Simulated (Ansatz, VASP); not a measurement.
# ZrTa (ZrTa in the B2 ordering): VASP beside Ansatz

Wanted: the spread between two codes on one cell, functional and k mesh. The cell is generated by rule, not measured, and may not be a known phase. The cell is taken from a series of runs on this material, whose earlier steps may have relaxed, scaled, displaced or heated it; both programs get it as it stands.

Method: plane waves, with VASP 6.6.1 beside it; zone-centre phonons at PBEsol, in Ansatz 0.2.0.

The structure was built from a prototype and need not be the compound's stable phase.

### 1. Starting point

The structure is cubic, space group Pm-3m (No. 221). Conventional cell: a = 3.396 Å, b = 3.396 Å, c = 3.396 Å, α = 90.00°, β = 90.00°, γ = 90.00°. Nearest to Ta lie 8 Zr at 2.94 Å. Nearest to Zr lie 8 Ta at 2.94 Å. Farther neighbours are not listed.

Structure file:

```xyz
2
Lattice="3.3964 0.0000 0.0000 0.0000 3.3964 0.0000 0.0000 0.0000 3.3964" Properties=species:S:1:pos:R:3 pbc="T T T"
Ta    0.0000    0.0000    0.0000
Zr    1.6982    1.6982    1.6982
```

### 2. VASP: zone-centre phonons, PBEsol

Second derivatives magnify differences that forces hide, and they need a tight electronic threshold.

Lines of VASP's logs that name or quote its potential files are left out, and so is its time.

The input, INCAR:

```
SYSTEM = ZrTa
PREC = Accurate
ENCUT = 500
EDIFF = 1E-08
NELM = 120
ISMEAR = 1
SIGMA = 0.2
LREAL = .FALSE.
ALGO = Normal
GGA = PS
NBANDS = 17
LASPH = .TRUE.
LORBIT = 11
LWAVE = .FALSE.
LCHARG = .FALSE.
ISIF = 2
IBRION = 8
GGA_COMPAT = .FALSE.
```

The input, POSCAR:

```
ZrTa
1.0
    3.3964027573      0.0000000000      0.0000000000
    0.0000000000      3.3964027573      0.0000000000
    0.0000000000      0.0000000000      3.3964027573
Ta Zr
1 1
Direct
    0.0000000000      0.0000000000      0.0000000000
    0.5000000000      0.5000000000      0.5000000000
```

The input, KPOINTS:

```
Automatic mesh
0
Gamma
5 5 5
0 0 0
```

The projector-augmented-wave data sets are Ta_pv and Zr_sv (PBE family, release 64).

The run is started by

```sh
> mpirun -np 1 vasp_std
```

Numbers of over 12 decimals in the logs are rounded to 6 here.

What it wrote:

```text
[banner, memory and clock lines left out]
running    1 mpi-ranks, on    1 nodes
 distrk:  each k-point on    1 cores,    1 groups
 distr:  one band on    1 cores,    1 groups

 POSCAR found type information on POSCAR TaZr
 POSCAR found :  2 types and       2 ions
|                                                                             |
|               ----> ADVICE to this user running VASP <----                  |
|                                                                             |
|     You enforced a specific xc type in the INCAR file but a different       |
|     [... a line on the potential file left out ...]
|     I HOPE YOU KNOW WHAT YOU ARE DOING!                                     |
|                                                                             |

 LDA part: xc-table for (Slater+PW92), standard interpolation
 POSCAR, INCAR and KPOINTS ok, starting setup
 FFT: planning ... GRIDC
 FFT: planning ... GRID_SOFT
 FFT: planning ... GRID
 WAVECAR not read
 entering main loop
       N       E                     dE             d eps       ncg     rms          rms(c)
DAV:   1     0.184932407762E+03    0.18493E+03   -0.12226E+04   340   0.127E+03
DAV:   2    -0.136362941374E+02   -0.19857E+03   -0.19562E+03   411   0.380E+02
DAV:   3    -0.218309827396E+02   -0.81947E+01   -0.81415E+01   585   0.620E+01
DAV:   4    -0.220066591460E+02   -0.17568E+00   -0.17532E+00   421   0.709E+00
DAV:   5    -0.220092277115E+02   -0.25686E-02   -0.25676E-02   531   0.729E-01    0.193E+01
DAV:   6    -0.213755547772E+02    0.63367E+00   -0.10515E+00   377   0.800E+00    0.880E+00
DAV:   7    -0.212330484761E+02    0.14251E+00   -0.55813E-01   449   0.585E+00    0.107E+00
DAV:   8    -0.212321926480E+02    0.85583E-03   -0.28717E-02   457   0.107E+00    0.675E-01
DAV:   9    -0.212325058299E+02   -0.31318E-03   -0.94478E-03   353   0.958E-01    0.172E-01
DAV:  10    -0.212323060658E+02    0.19976E-03   -0.57462E-04   379   0.235E-01    0.309E-02
DAV:  11    -0.212323066396E+02   -0.57382E-06   -0.34985E-05   540   0.427E-02    0.104E-02
DAV:  12    -0.212323069657E+02   -0.32605E-06   -0.22041E-06   514   0.124E-02    0.221E-03
DAV:  13    -0.212323068069E+02    0.15881E-06   -0.26589E-07   510   0.353E-03    0.956E-04
DAV:  14    -0.212323067751E+02    0.31758E-07   -0.64060E-09   201   0.752E-04    0.318E-04
DAV:  15    -0.212323067620E+02    0.13095E-07   -0.18352E-09   182   0.438E-04    0.299E-05
DAV:  16    -0.212323067585E+02    0.34929E-08   -0.35612E-10   182   0.153E-04
   1 F= -.21232307E+02 E0= -.21229514E+02  d E =-.837848E-02
 Linear response reoptimize wavefunctions to high precision
DAV:   1    -0.212323067610E+02   -0.25143E-08   -0.87335E-11   208   0.777E-05
DAV:   2    -0.212323067610E+02   -0.86402E-11   -0.23593E-11   179   0.330E-05
 Linear response DOF=           2
 Linear response progress:
  Degree of freedom:   1/  2
       N       E                     dE             d eps       ncg     rms          rms(c)
RMM:   1    -0.141752839910E+00   -0.14175E+00    0.13334E+01   709   0.238E+01
RMM:   2    -0.176823620612E+00   -0.35071E-01   -0.37691E-02   983   0.133E+00    0.976E-02
RMM:   3    -0.176378421898E+00    0.44520E-03   -0.45425E-03  1089   0.307E-01    0.527E-02
RMM:   4    -0.176075541507E+00    0.30288E-03   -0.66687E-04  1183   0.117E-01    0.234E-02
RMM:   5    -0.175904393644E+00    0.17115E-03   -0.14473E-04  1237   0.415E-02    0.782E-03
RMM:   6    -0.175839997248E+00    0.64396E-04   -0.37238E-05  1247   0.182E-02    0.126E-03
RMM:   7    -0.175833843010E+00    0.61542E-05   -0.15314E-05  1339   0.836E-03    0.430E-04
RMM:   8    -0.175834964719E+00   -0.11217E-05   -0.66029E-06  1341   0.439E-03    0.219E-04
RMM:   9    -0.175836214004E+00   -0.12493E-05   -0.83864E-06  1377   0.254E-03    0.142E-04
RMM:  10    -0.175837990379E+00   -0.17764E-05   -0.58157E-06  1267   0.178E-03    0.708E-05
RMM:  11    -0.175837390006E+00    0.60037E-06   -0.42587E-06  1297   0.124E-03    0.488E-05
RMM:  12    -0.175837471736E+00   -0.81731E-07   -0.39577E-06  1424   0.867E-04    0.431E-05
RMM:  13    -0.175837458546E+00    0.13190E-07   -0.30565E-06  1395   0.623E-04    0.706E-05
RMM:  14    -0.175837467347E+00   -0.88006E-08   -0.22898E-06  1327   0.489E-04    0.520E-05
RMM:  15    -0.175837532599E+00   -0.65252E-07   -0.18074E-06  1388   0.373E-04    0.490E-05
RMM:  16    -0.175837564723E+00   -0.32124E-07   -0.14070E-06  1406   0.293E-04    0.485E-05
RMM:  17    -0.175837554811E+00    0.99124E-08   -0.11105E-06  1356   0.235E-04    0.573E-05
 first order change of Fermi-energy  -0.36192E-05
 force on displaced ion       1 direction 1 :  -6.307  -0.000   0.000
 Linear response progress:
  Degree of freedom:   2/  2
       N       E                     dE             d eps       ncg     rms          rms(c)
RMM:   1    -0.718145693388E+00   -0.71815E+00    0.31443E+00   706   0.134E+01
RMM:   2    -0.654974416403E+00    0.63171E-01   -0.26239E-01  1012   0.274E+00    0.236E-01
RMM:   3    -0.657191078459E+00   -0.22167E-02   -0.40919E-02  1170   0.892E-01    0.802E-02
RMM:   4    -0.659928102410E+00   -0.27370E-02   -0.74768E-03  1249   0.329E-01    0.317E-02
RMM:   5    -0.660382034288E+00   -0.45393E-03   -0.13655E-03  1314   0.127E-01    0.204E-02
RMM:   6    -0.660238917243E+00    0.14312E-03   -0.19878E-04  1303   0.547E-02    0.327E-03
RMM:   7    -0.660227742404E+00    0.11175E-04   -0.70972E-05  1322   0.250E-02    0.226E-03
RMM:   8    -0.660221322079E+00    0.64203E-05   -0.23937E-05  1430   0.122E-02    0.125E-03
RMM:   9    -0.660225779365E+00   -0.44573E-05   -0.12604E-05  1353   0.724E-03    0.215E-04
RMM:  10    -0.660230927612E+00   -0.51482E-05   -0.31859E-06  1404   0.428E-03    0.954E-05
RMM:  11    -0.660231358681E+00   -0.43107E-06   -0.19018E-06  1522   0.273E-03    0.121E-04
RMM:  12    -0.660227942397E+00    0.34163E-05   -0.72491E-07  1285   0.204E-03    0.255E-04
RMM:  13    -0.660227036539E+00    0.90586E-06    0.71246E-08  1392   0.147E-03    0.324E-04
RMM:  14    -0.660225864320E+00    0.11722E-05    0.81199E-08  1357   0.113E-03    0.395E-04
[...]
RMM:  22    -0.660238483698E+00    0.24984E-06    0.11805E-07  1230   0.232E-04    0.115E-05
RMM:  23    -0.660238349022E+00    0.13468E-06    0.10569E-07  1354   0.206E-04    0.391E-06
RMM:  24    -0.660238306071E+00    0.42951E-07    0.89018E-08  1413   0.181E-04    0.137E-06
RMM:  25    -0.660238356234E+00   -0.50163E-07    0.80444E-08  1304   0.164E-04    0.131E-06
RMM:  26    -0.660238474027E+00   -0.11779E-06    0.75628E-08  1276   0.154E-04    0.263E-06
RMM:  27    -0.660238435022E+00    0.39005E-07    0.67779E-08  1226   0.141E-04    0.732E-07
RMM:  28    -0.660238445194E+00   -0.10172E-07    0.62892E-08  1158   0.131E-04    0.766E-07
RMM:  29    -0.660238445596E+00   -0.40225E-09    0.59715E-08   918   0.124E-04    0.120E-06
 first order change of Fermi-energy   0.12027E-04
 force on displaced ion       2 direction 1 :  -6.296  -0.000   0.000
 Linear response finished
```

OUTCAR, selected parts (step 2):

```text
ion  position               nearest neighbor table
   1  0.000  0.000  0.000-   2 2.94   2 2.94   2 2.94   2 2.94   2 2.94   2 2.94   2 2.94   2 2.94

  LATTYP: Found a simple cubic cell.
 ALAT       =     3.3964027573

 Subroutine GETGRP returns: Found 48 space group operations
 (whereof 48 operations were pure point group operations)

The static configuration has the point symmetry O_h .

 Found     10 irreducible k-points:

   k-points           NKPTS =     10   k-points in BZ     NKDIM =     10   number of bands    NBANDS=     17

   dimension x,y,z NGX =    28 NGY =   28 NGZ =   28
   dimension x,y,z NGXF=    56 NGYF=   56 NGZF=   56

   ENCUT  =  500.0 eV  36.75 Ry    6.06 a.u.   6.19  6.19  6.19*2*pi/ulx,y,z

   NELECT =      23.0000    total number of electrons

 k-points in reciprocal lattice and weights: Automatic mesh
   0.00000000  0.00000000  0.00000000       0.008
   0.20000000  0.00000000  0.00000000       0.048
   0.40000000  0.00000000  0.00000000       0.048
   0.20000000  0.20000000  0.00000000       0.096
   0.40000000  0.20000000  0.00000000       0.192
   0.40000000  0.40000000  0.00000000       0.096
   0.20000000  0.20000000  0.20000000       0.064
   0.40000000  0.20000000  0.20000000       0.192
   0.40000000  0.40000000  0.20000000       0.192
   0.40000000  0.40000000  0.40000000       0.064

 average (electrostatic) potential at core
       1 -34.2212       2 -74.5955

  Total       -0.4673269     -0.4673269     -0.4673269     -0.0000000     -0.0000000      0.0000000
  in kB      -19.1105779    -19.1105779    -19.1105779     -0.0000000     -0.0000000      0.0000000
  external PRESSURE =     -19.1105779 kB  Pullay stress =       0.0000000 kB

  energy-cutoff  :      500.00
  volume of cell :       39.18
      direct lattice vectors                 reciprocal lattice vectors
     3.396402757  0.000000000  0.000000000     0.294429157  0.000000000  0.000000000
     0.000000000  3.396402757  0.000000000     0.000000000  0.294429157  0.000000000
     0.000000000  0.000000000  3.396402757     0.000000000  0.000000000  0.294429157

 POSITION                                       TOTAL-FORCE (eV/Angst)
 -----------------------------------------------------------------------------------
      0.00000      0.00000      0.00000         0.000000      0.000000      0.000000
      1.69820      1.69820      1.69820         0.000000      0.000000      0.000000
 -----------------------------------------------------------------------------------
    total drift:                                0.000000      0.000000      0.000000

 Eigenvectors and eigenvalues of the dynamical matrix
 ----------------------------------------------------

   1 f  =    5.038429 THz    31.657383 2PiTHz  168.063903 cm-1    20.837259 meV
             X         Y         Z           dx          dy          dz
      0.000000  0.000000  0.000000     0.579289    0.000000   -0.000000
      1.698201  1.698201  1.698201    -0.815122   -0.000000    0.000000

   2 f  =    5.038429 THz    31.657383 2PiTHz  168.063903 cm-1    20.837259 meV
             X         Y         Z           dx          dy          dz
      0.000000  0.000000  0.000000     0.000000   -0.000000   -0.579289
      1.698201  1.698201  1.698201     0.000000    0.000000    0.815122

   3 f  =    5.038429 THz    31.657383 2PiTHz  168.063903 cm-1    20.837259 meV
             X         Y         Z           dx          dy          dz
      0.000000  0.000000  0.000000    -0.000000    0.579289   -0.000000
      1.698201  1.698201  1.698201     0.000000   -0.815122   -0.000000

   4 f/i=    0.002164 THz     0.013594 2PiTHz    0.072169 cm-1     0.008948 meV
             X         Y         Z           dx          dy          dz
      0.000000  0.000000  0.000000    -0.777043   -0.013503    0.245858
      1.698201  1.698201  1.698201    -0.552227   -0.009596    0.174726

   5 f/i=    0.002164 THz     0.013594 2PiTHz    0.072169 cm-1     0.008948 meV
             X         Y         Z           dx          dy          dz
      0.000000  0.000000  0.000000     0.245924   -0.002038    0.777137
      1.698201  1.698201  1.698201     0.174772   -0.001448    0.552294

   6 f/i=    0.002164 THz     0.013594 2PiTHz    0.072169 cm-1     0.008948 meV
             X         Y         Z           dx          dy          dz
      0.000000  0.000000  0.000000    -0.012259    0.815008    0.006016
      1.698201  1.698201  1.698201    -0.008712    0.579208    0.004276

 ELASTIC MODULI CONTR FROM IONIC RELAXATION (kBar)
 Direction    XX          YY          ZZ          XY          YZ          ZX
 --------------------------------------------------------------------------------
 XX           0.0000      0.0000      0.0000      0.0000      0.0000      0.0000
 YY           0.0000      0.0000      0.0000      0.0000      0.0000      0.0000
 ZZ           0.0000      0.0000      0.0000      0.0000      0.0000      0.0000
 XY           0.0000      0.0000      0.0000      0.0000      0.0000      0.0000
 YZ           0.0000      0.0000      0.0000      0.0000      0.0000      0.0000
 ZX           0.0000      0.0000      0.0000      0.0000      0.0000      0.0000
 --------------------------------------------------------------------------------
```

(Continued in part 2 of 2.)

[Lines on the potential files, build, host, timing and source positions are cut from VASP's logs without a mark.]

[Logs are printed without paths, hosts, clocks, repeated set-up lines and the standing remarks that a program may print on its own settings, such as how far it seeks lower states.]

[Hosts, paths, dates, database ids (printed as entryN), source tags and the programs' standing remarks are cut or masked in the printed files.]
